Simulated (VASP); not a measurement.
Output of a VASP run:

File OUTCAR:
```
 ion  position               nearest neighbor table
   1  0.000  0.000  0.000-   3 2.36   3 2.36   3 2.36   2 2.36   3 2.36   2 2.36   2 2.36   2 2.36
  LATTYP: Found a face centered cubic cell.
 ALAT       =     5.4595397200
 Subroutine PRICEL returns:
 Original cell was already a primitive cell.
 Subroutine GETGRP returns: Found 48 space group operations
The static configuration has the point symmetry O_h .
The dynamic configuration has the point symmetry O_h .
 Subroutine INISYM returns: Found 48 space group operations
 Subroutine IBZKPT returns following result:
 Found     16 irreducible k-points:

 Following reciprocal coordinates:
            Coordinates               Weight
  0.000000  0.000000  0.000000      1.000000
  0.166667  0.000000  0.000000      8.000000
  0.333333  0.000000  0.000000      8.000000
  0.500000  0.000000  0.000000      4.000000
  0.166667  0.166667  0.000000      6.000000
  0.333333  0.166667  0.000000     24.000000
  0.500000  0.166667  0.000000     24.000000
 -0.333333  0.166667  0.000000     24.000000
 -0.166667  0.166667  0.000000     12.000000
  0.333333  0.333333  0.000000      6.000000
  0.500000  0.333333  0.000000     24.000000
 -0.333333  0.333333  0.000000     12.000000
  0.500000  0.500000  0.000000      3.000000
  0.500000  0.333333  0.166667     24.000000
 -0.333333  0.333333  0.166667     24.000000
 -0.333333  0.500000  0.166667     12.000000
   k-points           NKPTS =     16   k-points in BZ     NKDIM =     16   number of bands    NBANDS=     16
   number of dos      NEDOS =    301   number of ions     NIONS =      3
   total plane-waves  NPLWV =  21952
   dimension x,y,z NGX =    28 NGY =   28 NGZ =   28
   dimension x,y,z NGXF=    56 NGYF=   56 NGZF=   56
   ions per type =               1   2
   PREC   = accura    normal or accurate (medium, high low for compatibility)
   ISTART =      0    job   : 0-new  1-cont  2-samecut
   ICHARG =      2    charge: 1-file 2-atom 10-const
   ISPIN  =      1    spin polarized calculation?
   LNONCOLLINEAR =      F non collinear calculations
   LSORBIT =      F    spin-orbit coupling
   INIWAV =      1    electr: 0-lowe 1-rand  2-diag
   ENCUT  =  480.0 eV  35.28 Ry    5.94 a.u.   6.90  6.90  6.90*2*pi/ulx,y,z
   NELM   =    100;   NELMIN=  2; NELMDL= -5     # of ELM steps
   EDIFF  = 0.1E-05   stopping-criterion for ELM
   LREAL  =      F    real-space projection
   NLSPLINE    = F    spline interpolate recip. space projectors
   LMAXMIX     =    6 max onsite mixed and CHGCAR
   VOSKOWN=      0    Vosko Wilk Nusair interpolation
   EDIFFG = -.2E-01   stopping-criterion for IOM
   NSW    =     60    number of steps for IOM
   NBLOCK =      1;   KBLOCK =     60    inner block; outer block
   IBRION =      2    ionic relax: 0-MD 1-quasi-New 2-CG
   NFREE  =      1    steps in history (QN), initial steepest desc. (CG)
   ISIF   =      3    stress and relaxation
   ISYM   =      2    0-nonsym 1-usesym 2-fastsym
   TEIN   =    0.0    initial temperature
   TEBEG  =    0.0;   TEEND  =   0.0 temperature during run
   SMASS  =  -3.00    Nose mass-parameter (am)
   PSTRESS=    0.0 pullay stress
   NELECT =      24.0000    total number of electrons
   EFERMI =   0.00;   METHOD = LEGACY
   ISMEAR =     0;   SIGMA  =   0.05  broadening in eV -4-tet -1-fermi 0-gaus
   IALGO  =     38    algorithm
   LDIAG  =      T    sub-space diagonalisation (order eigenvalues)
   IMIX   =      4    mixing-type and parameters
     AMIX     =   0.40;   BMIX     =  1.00
     AMIX_MAG =   1.60;   BMIX_MAG =  1.00
     AMIN     =   0.10
   GGA     = PE    functional components
   VOSKOWN =     0    Vosko Wilk Nusair interpolation
   LHFCALC =     F    Hartree Fock is set to
   LHFONE  =     F    Hartree Fock one center treatment
   AEXX    =    0.0000 exact exchange contribution
   IVDW    =     0    specifies the selected vdW correction
   LEPSILON=     F    determine dielectric tensor
   LRPA    =     F    only Hartree local field effects (RPA)
  energy-cutoff  :      480.00
...
```

OSZICAR:
```
       N       E                     dE             d eps       ncg     rms          rms(c)
DAV:   1     0.231169925883E+03    0.23117E+03   -0.11167E+04   512   0.184E+03
DAV:   2     0.460408646659E+01   -0.22657E+03   -0.21525E+03   776   0.303E+02
DAV:   3    -0.303372473621E+02   -0.34941E+02   -0.31792E+02   664   0.147E+02
DAV:   4    -0.317360506385E+02   -0.13988E+01   -0.13985E+01   760   0.303E+01
DAV:   5    -0.318299073622E+02   -0.93857E-01   -0.93849E-01   904   0.663E+00    0.292E+01
DAV:   6    -0.298618017534E+02    0.19681E+01   -0.97535E+01   776   0.590E+01    0.287E+01
DAV:   7    -0.283879947651E+02    0.14738E+01   -0.20267E+02   768   0.131E+02    0.207E+01
DAV:   8    -0.277126909557E+02    0.67530E+00   -0.38550E+00   624   0.212E+01    0.140E+01
DAV:   9    -0.263296143178E+02    0.13831E+01   -0.65816E+00   760   0.213E+01    0.202E+00
DAV:  10    -0.262869234425E+02    0.42691E-01   -0.24632E-01   904   0.433E+00    0.140E+00
DAV:  11    -0.262604077205E+02    0.26516E-01   -0.49651E-02   744   0.215E+00    0.120E+00
DAV:  12    -0.262343970212E+02    0.26011E-01   -0.98316E-02   728   0.277E+00    0.638E-01
DAV:  13    -0.262366718898E+02   -0.22749E-02   -0.12508E-01   800   0.330E+00    0.846E-01
DAV:  14    -0.262322688307E+02    0.44031E-02   -0.61558E-02   752   0.232E+00    0.163E-01
DAV:  15    -0.262321553440E+02    0.11349E-03   -0.19941E-03   808   0.432E-01    0.438E-02
DAV:  16    -0.262321476915E+02    0.76525E-05   -0.34298E-04   624   0.125E-01    0.250E-02
DAV:  17    -0.262321561307E+02   -0.84392E-05   -0.11342E-04   832   0.898E-02    0.210E-02
DAV:  18    -0.262321571303E+02   -0.99962E-06   -0.58053E-06   728   0.155E-02
   1 F= -.26232157E+02 E0= -.26232157E+02  d E =-.262322E+02
       N       E                     dE             d eps       ncg     rms          rms(c)
DAV:   1    -0.262347687749E+02   -0.26126E-02   -0.73582E-02   536   0.281E+00    0.834E-01
DAV:   2    -0.262334628867E+02    0.13059E-02   -0.38995E-02   768   0.198E+00    0.399E-01
DAV:   3    -0.262323787545E+02    0.10841E-02   -0.30779E-02   752   0.142E+00    0.306E-01
DAV:   4    -0.262318031725E+02    0.57558E-03   -0.48860E-03   768   0.642E-01    0.217E-02
DAV:   5    -0.262317947569E+02    0.84156E-05   -0.12583E-04   864   0.781E-02    0.246E-02
DAV:   6    -0.262317959732E+02   -0.12163E-05   -0.87489E-06   728   0.232E-02    0.114E-02
DAV:   7    -0.262317960521E+02   -0.78919E-07   -0.20467E-05   880   0.260E-02    0.618E-03
DAV:   8    -0.262317964228E+02   -0.37073E-06   -0.83833E-07   360   0.743E-03
   2 F= -.26231796E+02 E0= -.26231796E+02  d E =0.360708E-03
       N       E                     dE             d eps       ncg     rms          rms(c)
DAV:   1    -0.262341431454E+02   -0.23471E-02   -0.52363E-02   536   0.239E+00    0.699E-01
DAV:   2    -0.262330952297E+02    0.10479E-02   -0.23391E-02   768   0.154E+00    0.302E-01
DAV:   3    -0.262325767537E+02    0.51848E-03   -0.20207E-02   752   0.116E+00    0.265E-01
DAV:   4    -0.262321331816E+02    0.44357E-03   -0.35339E-03   760   0.543E-01    0.180E-02
DAV:   5    -0.262321297097E+02    0.34719E-05   -0.10199E-04   864   0.619E-02    0.153E-02
DAV:   6    -0.262321315033E+02   -0.17937E-05   -0.40756E-06   616   0.140E-02    0.119E-02
DAV:   7    -0.262321366749E+02   -0.51715E-05   -0.99302E-06   920   0.218E-02    0.711E-03
DAV:   8    -0.262321370876E+02   -0.41272E-06   -0.49870E-06   760   0.128E-02
   3 F= -.26232137E+02 E0= -.26232137E+02  d E =0.200428E-04
```

OUTCAR:
```
------------------------ aborting loop because EDIFF is reached ----------------------------------------
  FORCE on cell =-STRESS in cart. coord.  units (eV):
  Direction    XX          YY          ZZ          XY          YZ          ZX
  --------------------------------------------------------------------------------------
  Total       -0.0315258     -0.0315258     -0.0315258     -0.0000000     -0.0000000      0.0000000
  in kB       -1.2407383     -1.2407383     -1.2407383     -0.0000000     -0.0000000      0.0000000
  external PRESSURE =      -1.2407383 kB  Pullay stress =       0.0000000 kB
  volume of cell :       40.71
      direct lattice vectors                 reciprocal lattice vectors
     0.000000000  2.730374750  2.730374750    -0.183125045  0.183125045  0.183125045
     2.730374750 -0.000000000  2.730374750     0.183125045 -0.183125045  0.183125045
     2.730374750  2.730374750 -0.000000000     0.183125045  0.183125045 -0.183125045
 POSITION                                       TOTAL-FORCE (eV/Angst)
 -----------------------------------------------------------------------------------
      0.00000      0.00000      0.00000        -0.000000      0.000000     -0.000000
      1.36519      1.36519      1.36519        -0.000000     -0.000000      0.000000
      4.09556      4.09556      4.09556         0.000000      0.000000     -0.000000
 -----------------------------------------------------------------------------------
    total drift:                                0.000000      0.000000      0.000000
  FREE ENERGIE OF THE ION-ELECTRON SYSTEM (eV)
  ---------------------------------------------------
  free  energy   TOTEN  =       -26.2321370876 eV

  energy  without entropy=      -26.2321370876  energy(sigma->0) =      -26.23213709

 reached required accuracy - stopping structural energy minimisation
```
(Selected blocks of OUTCAR.)

File POSCAR:
```
CeO2
1
    0.0000000000     2.7297698600     2.7297698600
    2.7297698600     0.0000000000     2.7297698600
    2.7297698600     2.7297698600    -0.0000000000
Ce O
1 2
Direct
  0.0000000000   0.0000000000   0.0000000000
  0.2500000000   0.2500000000   0.2500000000
  0.7500000000   0.7500000000   0.7500000000
```

Question: Write an INCAR and KPOINTS that could have produced this output.

Answer: Several could match; the one computed here: the input of the run itself, PBE GGA, plane waves, VASP's PBE PAW potentials (set 64).

KPOINTS:
```
Automatic mesh
0
Gamma
6 6 6
0 0 0
```

### INCAR
```
! general
SYSTEM  = CeO2
PREC    = Accurate
ENCUT   = 480   ! plane-wave cut-off (eV)
LREAL   = .FALSE.   ! projection in real space or not
LASPH   = .TRUE.

! electronic loop
EDIFF   = 1E-6   ! SCF stop (eV)
NELM    = 100
ALGO    = Normal   ! blocked Davidson
LMAXMIX = 6

! smearing
ISMEAR  = 0   ! Gaussian
SIGMA   = 0.05

! functional
GGA     = PE   ! PBE

! ions
IBRION  = 2   ! conjugate gradients
NSW     = 60   ! most ionic steps
ISIF    = 3
EDIFFG  = -0.02   ! ionic stop

! output
LWAVE   = .FALSE.
LCHARG  = .FALSE.
```

POTCAR, in this order: Ce O (PBE.64 set). Program: vasp_std.

The structure comes from a computed database's CeO2 entry (Fm-3m); how it stands against other phases isn't given here. This run relaxes it. Symmetry was kept, so distortions that lower it aren't found. The start is the result of an earlier pass. The run is not spin-polarised, so no magnetic state was tried.
